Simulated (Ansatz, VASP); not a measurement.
**One calculation of Al2GaP3, two programs**

```
Al Ga P
1.0
     5.49099    0.00000    0.00000
    -2.74550    4.75534    0.00000
     0.00000    0.00000    4.27078
Al Ga P
2 1 3
Direct
  0.33333 0.66667 0.00000
  0.66667 0.33333 0.00000
  0.00000 0.00000 0.00000
  0.50000 0.00000 0.50000
  0.50000 0.50000 0.50000
  0.00000 0.50000 0.50000
```

Change from the starting cell: species swapped into the GdAl3Pd2 type (P6/mmm, No. 191).

Alike in both runs: task single point; functional PBE; k mesh 6 × 6 × 4; occupations gaussian, width 0.1 eV; no spin polarisation.

|  | VASP | Ansatz |
| --- | --- | --- |
| version | VASP 6.6.1 | Ansatz 0.2.0 |
| potentials or method | VASP PAW PBE potentials, release 64 (Al, Ga_d, P) | scalar-relativistic, plane waves, PAW |
| plane-wave cutoff (eV) | 520 | 420 |
| valence electrons in the cell | 34 | 34 |

|  | VASP | Ansatz | Ansatz less VASP |
| --- | --- | --- | --- |
| gap on the k mesh at the Fermi level (eV) | none | none | - |
| pressure (GPa) | -3.9 | -3.9 | +0.04 |
| largest component of the traceless stress (GPa) | 0.82 | 0.81 | -0.016 |

A gap of «none» marks a metal or a gap that the smearing closes.

Caveats: the k mesh is coarse (spacing up to 0.37 Å⁻¹), so the values aren't converged.
